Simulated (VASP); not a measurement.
Method: PBE GGA with D3 dispersion (Becke-Johnson damping), VASP's PBE PAW potentials (set 64) (plane waves; VASP 6.6.1).

Input for VASP

**KPOINTS**
```
kpoints
0
G
 15 15 8
```

### POSCAR
```
Re
1
    1.3635616137    -2.3617578814     0.0000000000
    1.3635616137     2.3617578814     0.0000000000
    0.0000000000     0.0000000000     4.4130715408
Re
2
Direct
  0.3333330000   0.6666670000   0.2500000000
  0.6666670000   0.3333330000   0.7500000000
```

**INCAR**
```
SYSTEM = Re
PREC = Accurate
ENCUT = 520
EDIFF = 1E-7
NELM = 100
ALGO = Normal
LREAL = .FALSE.
LASPH = .TRUE.
ISMEAR = 1
SIGMA = 0.1
GGA = PE
IVDW = 12
LMAXMIX = 6
LWAVE = .FALSE.
LCHARG = .FALSE.
ISIF = 4
IBRION = 2
NSW = 30
EDIFFG = -0.01
```

POTCAR, in this order: Re (PBE.64 set). Program: vasp_std.

The run wrote:

**OUTCAR**
```
 ion  position               nearest neighbor table
   1  0.333  0.667  0.250-   2 2.71   2 2.71   2 2.71   2 2.71   2 2.71   2 2.71
   2  0.667  0.333  0.750-   1 2.71   1 2.71   1 2.71   1 2.71   1 2.71   1 2.71
  LATTYP: Found a hexagonal cell.
 ALAT       =     2.7271231297
 C/A-ratio  =     1.6182149947
 Subroutine PRICEL returns:
 Original cell was already a primitive cell.
 Subroutine GETGRP returns: Found 24 space group operations
The static configuration has the point symmetry D_3d.
 The point group associated with its full space group is D_6h.
The dynamic configuration has the point symmetry D_3d.
 Subroutine INISYM returns: Found 24 space group operations
 Subroutine IBZKPT returns following result:
 Found    135 irreducible k-points:

 Following reciprocal coordinates:
            Coordinates               Weight
  0.000000  0.000000  0.000000      1.000000
  0.066667 -0.000000  0.000000      6.000000
  0.133333 -0.000000  0.000000      6.000000
  0.200000 -0.000000  0.000000      6.000000
  0.266667 -0.000000  0.000000      6.000000
  0.333333 -0.000000  0.000000      6.000000
  0.400000 -0.000000  0.000000      6.000000
...
```

### OSZICAR
```
...
DAV:  12    -0.332860759278E+02   -0.84119E+01   -0.89494E+01  2752   0.610E-01    0.101E+00
DAV:  13    -0.251222180494E+02    0.81639E+01   -0.16902E+01  2613   0.257E+00    0.570E-01
DAV:  14    -0.274247959575E+02   -0.23026E+01   -0.31310E+01  2454   0.114E+00    0.156E+00
DAV:  15    -0.247561906945E+02    0.26686E+01   -0.64565E+00  3282   0.116E+00    0.474E-02
DAV:  16    -0.247602718318E+02   -0.40811E-02   -0.40779E-03  4832   0.882E-02    0.208E-02
DAV:  17    -0.469652526514E+02   -0.22205E+02   -0.22199E+02  4683   0.838E-02    0.946E-01
DAV:  18    -0.283626390435E+02    0.18603E+02   -0.47265E+01  2202   0.162E+00    0.192E+00
DAV:  19    -0.247627025670E+02    0.35999E+01   -0.30333E+00  2162   0.120E+00    0.139E-02
DAV:  20    -0.968177680444E+02   -0.72055E+02   -0.72051E+02  4704   0.785E-02    0.313E+00
DAV:  21    -0.247635719628E+02    0.72054E+02   -0.39369E+00  5122   0.149E+00    0.153E-01
DAV:  22    -0.247644643818E+02   -0.89242E-03   -0.84093E-03  4677   0.228E-01    0.134E-02
DAV:  23    -0.247645126832E+02   -0.48301E-04   -0.57218E-04  2106   0.360E-02    0.374E-02
DAV:  24    -0.247645101456E+02    0.25376E-05    0.46619E-05  4314   0.123E-02    0.378E-02
DAV:  25    -0.247645098859E+02    0.25970E-06    0.59294E-06  1939   0.651E-03    0.339E-02
DAV:  26    -0.109464476132E+03   -0.84700E+02   -0.84700E+02  1876   0.723E-03    0.117E+00
DAV:  27    -0.247592070957E+02    0.84705E+02   -0.97686E+00  2694   0.161E+00    0.561E-02
DAV:  28    -0.136628621249E+03   -0.11187E+03   -0.11186E+03  4597   0.445E-02    0.799E-01
DAV:  29    -0.247592076965E+02    0.11187E+03   -0.69753E+00  1745   0.822E-01    0.783E-03
DAV:  30    -0.247601434217E+02   -0.93573E-03   -0.52535E-05  1750   0.113E-02    0.396E-02
DAV:  31    -0.247627923115E+02   -0.26489E-02   -0.13278E-02  1747   0.974E-02    0.310E-02
DAV:  32    -0.365983797948E+02   -0.11836E+02   -0.11830E+02  1743   0.300E-02    0.115E+00
DAV:  33    -0.247592228419E+02    0.11839E+02   -0.89345E+00  4439   0.142E+00    0.509E-02
DAV:  34    -0.247607263030E+02   -0.15035E-02    0.49158E-04  2924   0.324E-02    0.316E-02
DAV:  35    -0.472723296036E+02   -0.22512E+02   -0.22509E+02  3037   0.262E-02    0.241E+00
DAV:  36    -0.247639280514E+02    0.22508E+02   -0.40211E+00  5158   0.135E+00    0.107E-01
DAV:  37    -0.173979117684E+03   -0.14922E+03   -0.14922E+03  4642   0.124E-01    0.285E+00
DAV:  38    -0.468891766532E+02    0.12709E+03   -0.22619E+02  4987   0.140E+00    0.289E+00
DAV:  39    -0.247592452862E+02    0.22130E+02   -0.78140E+00  2261   0.246E+00    0.958E-02
DAV:  40    -0.247593739682E+02   -0.12868E-03   -0.10013E-05  4616   0.122E-01    0.207E-02
DAV:  41    -0.247604106180E+02   -0.10366E-02   -0.40020E-03  2048   0.562E-02    0.432E-02
DAV:  42    -0.108602228508E+03   -0.83842E+02   -0.83833E+02  2087   0.351E-02    0.217E+00
DAV:  43    -0.247625487080E+02    0.83840E+02   -0.91067E+00  5099   0.204E+00    0.826E-02
DAV:  44    -0.586624108148E+02   -0.33900E+02   -0.33891E+02  4515   0.144E-01    0.339E+00
DAV:  45    -0.285121640209E+02    0.30150E+02   -0.46114E+01  5375   0.242E+00    0.497E+00
DAV:  46    -0.299247485054E+02   -0.14126E+01   -0.59260E+01  5441   0.290E+00    0.106E+00
DAV:  47    -0.499378263963E+02   -0.20013E+02   -0.25718E+02  5432   0.147E+00    0.472E+00
DAV:  48    -0.247623996851E+02    0.25175E+02   -0.82874E+00  5403   0.263E+00    0.370E-02
DAV:  49    -0.178989764098E+03   -0.15423E+03   -0.15423E+03  3824   0.555E-02    0.214E+00
DAV:  50    -0.247592464755E+02    0.15423E+03   -0.61405E+00  4230   0.205E+00    0.272E-02
DAV:  51    -0.409950010626E+02   -0.16236E+02   -0.16230E+02  4552   0.379E-02    0.110E+00
DAV:  52    -0.247604533914E+02    0.16235E+02   -0.67035E+00  5397   0.985E-01    0.469E-02
DAV:  53    -0.247623013382E+02   -0.18479E-02   -0.15906E-02  1747   0.145E-01    0.205E-02
DAV:  54    -0.852412730255E+02   -0.60479E+02   -0.60475E+02  1614   0.414E-02    0.109E+00
DAV:  55    -0.247599373233E+02    0.60481E+02   -0.10258E+01  4386   0.150E+00    0.287E-02
DAV:  56    -0.247608934087E+02   -0.95609E-03   -0.28187E-03  4352   0.818E-02    0.174E-02
DAV:  57    -0.668783232312E+02   -0.42117E+02   -0.42110E+02  3080   0.546E-02    0.283E+00
DAV:  58    -0.247592553053E+02    0.42119E+02   -0.99063E+00  3313   0.205E+00    0.416E-02
DAV:  59    -0.154575959885E+03   -0.12982E+03   -0.12980E+03  2000   0.475E-02    0.286E+00
DAV:  60    -0.247592294907E+02    0.12982E+03   -0.99495E+00  5336   0.204E+00    0.772E-02
DAV:  61    -0.247597539289E+02   -0.52444E-03   -0.36106E-06  4837   0.208E-02    0.288E-02
DAV:  62    -0.247633133198E+02   -0.35594E-02   -0.66526E-03  3369   0.787E-02    0.223E-02
DAV:  63    -0.247644847450E+02   -0.11714E-02   -0.12095E-02  2599   0.113E-01    0.263E-02
DAV:  64    -0.399938920347E+03   -0.37517E+03   -0.37517E+03  4326   0.484E-02    0.850E-01
DAV:  65    -0.247592086077E+02    0.37518E+03   -0.89720E+00  4862   0.128E+00    0.529E-02
DAV:  66    -0.247592099790E+02   -0.13713E-05   -0.16633E-06  3931   0.342E-02    0.300E-02
DAV:  67    -0.247606412857E+02   -0.14313E-02   -0.18220E-08  1911   0.658E-03    0.149E-02
DAV:  68    -0.457518587861E+02   -0.20991E+02   -0.20985E+02  1578   0.507E-02    0.905E-01
DAV:  69    -0.247614280512E+02    0.20990E+02   -0.91973E+00  4343   0.173E+00    0.470E-02
DAV:  70    -0.408168880760E+03   -0.38341E+03   -0.38340E+03  4306   0.628E-02    0.269E+00
DAV:  71    -0.248870040836E+02    0.38328E+03   -0.15909E+01  2110   0.263E+00    0.253E+00
DAV:  72    -0.930714238573E+02   -0.68184E+02   -0.68460E+02  5105   0.125E+00    0.433E+00
DAV:  73    -0.494923467612E+02    0.43579E+02   -0.26577E+02  5087   0.397E+00    0.596E+00
DAV:  74    -0.229682178025E+03   -0.18019E+03   -0.20627E+03  5526   0.420E+00    0.839E+00
DAV:  75    -0.253357364842E+02    0.20435E+03   -0.17590E+01  4808   0.584E+00    0.452E+00
DAV:  76    -0.276630628574E+03   -0.25129E+03   -0.25194E+03  4835   0.244E+00    0.128E+01
DAV:  77    -0.159293767375E+03    0.11734E+03   -0.13703E+03  5633   0.805E+00    0.106E+01
DAV:  78    -0.146366500890E+03    0.12927E+02   -0.12358E+03  5482   0.666E+00    0.855E+00
DAV:  79    -0.121668493272E+04   -0.10703E+04   -0.11941E+04  5335   0.617E+00    0.146E+01
DAV:  80    -0.617996636021E+03    0.59869E+03   -0.59628E+03  5314   0.806E+00    0.203E+01
DAV:  81    -0.126353279897E+05   -0.12017E+05   -0.12614E+05  5662   0.986E+00    0.189E+01
DAV:  82    -0.127662592398E+05   -0.13093E+03   -0.12746E+05  5119   0.105E+01    0.281E+01
DAV:  83    -0.662504170892E+02    0.12700E+05   -0.45326E+02  5526   0.123E+01    0.208E+01
DAV:  84    -0.378318732905E+04   -0.37169E+04   -0.37392E+04  4990   0.286E+00    0.239E+01
DAV:  85    -0.435770754911E+03    0.33474E+04   -0.41450E+03  5446   0.104E+01    0.204E+01
DAV:  86    -0.964438504003E+04   -0.92086E+04   -0.96234E+04  5315   0.113E+01    0.273E+01
DAV:  87    -0.224258340875E+05   -0.12781E+05   -0.22406E+05  5535   0.137E+01    0.491E+01
DAV:  88    -0.875659576182E+05   -0.65140E+05   -0.87548E+05  5377   0.152E+01    0.419E+01
DAV:  89    -0.309441571835E+02    0.87535E+05   -0.12495E+02  5351   0.154E+01    0.177E+01
DAV:  90    -0.974854314303E+04   -0.97176E+04   -0.96990E+04  5446   0.341E+00    0.231E+01
DAV:  91    -0.133350556087E+04    0.84150E+04   -0.13122E+04  4757   0.111E+01    0.318E+01
DAV:  92    -0.422726576297E+05   -0.40939E+05   -0.42253E+05  5285   0.125E+01    0.521E+01
DAV:  93    -0.122293270083E+06   -0.80021E+05   -0.12228E+06  5367   0.174E+01    0.513E+01
DAV:  94    -0.568805571239E+06   -0.44651E+06   -0.56879E+06  4713   0.166E+01    0.496E+01
DAV:  95    -0.144983281974E+08   -0.13930E+08   -0.14498E+08  4730   0.167E+01    0.476E+01
DAV:  96    -0.859504920958E+06    0.13639E+08   -0.85949E+06  5444   0.169E+01    0.458E+01
DAV:  97    -0.148008226275E+07   -0.62058E+06   -0.14801E+07  4831   0.165E+01    0.213E+01
DAV:  98    -0.196599519144E+07   -0.48591E+06   -0.19659E+07  5231   0.126E+01    0.417E+01
DAV:  99    -0.210599881131E+08   -0.19094E+08   -0.21060E+08  5126   0.149E+01    0.339E+01
DAV: 100    -0.605084088782E+07    0.15009E+08   -0.60508E+07  5279   0.160E+01
   1 F= -.60508422E+07 E0= -.60508422E+07  d E =-.605084E+07
```

File stdout:
```
...
|           WW  WW  A    A  R   R   N   NN  II  N   NN  G    G                |
|           W    W  A    A  R    R  N    N  II  N    N   GGGG   !!!           |
|                                                                             |
|     The electronic self-consistency was not achieved in the given           |
|     number of steps (NELM). The forces and other quantities evaluated       |
|     might not be reliable so examine the results carefully. If you find     |
|     spurious results, we suggest increasing NELM, if you were close to      |
|     convergence or switching to a different ALGO or adjusting the           |
|     density mixing parameters otherwise.                                    |
|                                                                             |
 -----------------------------------------------------------------------------

   1 F= -.60508422E+07 E0= -.60508422E+07  d E =-.605084E+07
 curvature:   0.00 expect dE= 0.000E+00 dE for cont linesearch  0.000E+00
 trial: gam= 0.00000 g(F)=  0.360E-41 g(S)=  0.184E+08 ort = 0.000E+00 (trialstep = 0.100E+01)
 search vector abs. value=  0.184E+08
 bond charge predicted

 -----------------------------------------------------------------------------
|                                                                             |
|     EEEEEEE  RRRRRR   RRRRRR   OOOOOOO  RRRRRR      ###     ###     ###     |
|     E        R     R  R     R  O     O  R     R     ###     ###     ###     |
|     E        R     R  R     R  O     O  R     R     ###     ###     ###     |
|     EEEEE    RRRRRR   RRRRRR   O     O  RRRRRR       #       #       #      |
|     E        R   R    R   R    O     O  R   R                               |
|     E        R    R   R    R   O     O  R    R      ###     ###     ###     |
|     EEEEEEE  R     R  R     R  OOOOOOO  R     R     ###     ###     ###     |
|                                                                             |
|     Orbital orthonormalization failed in the inversion of matrix            |
|     LAPACK: Routine ZPOTRF failed! kpoint: 1 spin: 1                        |
|                                                                             |
|     Possible solutions for this issue are:                                  |
|     - Please check whether the atoms are too close to each other.           |
|     - Decreasing POTIM might help during relaxations or MDs.                |
|     - Deleting CHGCAR or WAVECAR if incompatible with the structure.        |
|     - Try calculating without symmetrizing (ISYM = 0 or ISYM = -1).         |
|                                                                             |
|       ---->  I REFUSE TO CONTINUE WITH THIS SICK JOB ... BYE!!! <----       |
|                                                                             |
 -----------------------------------------------------------------------------
```

VASP stops with an error: Orbital orthonormalization failed in the inversion of matrix LAPACK: Routine ZPOTRF failed! kpoint: 1 spin: 1 Possible solutions for this issue are: - Please check whether the atoms are too close to each other. - Decreasing POTIM might help during relaxations or MDs. - Deleting CHGCAR or WAVECAR if incompatible with the structure. - Try calculating without symmetrizing (ISYM = 0 or ISYM = -1). ----> I REFUSE TO CONTINUE WITH THIS SICK JOB ... BYE!!! <----

The run did not end as a converged relaxation.

The compound is Re in the hcp structure. This cell is one point of a volume scan, at 0.97 of the reference volume.
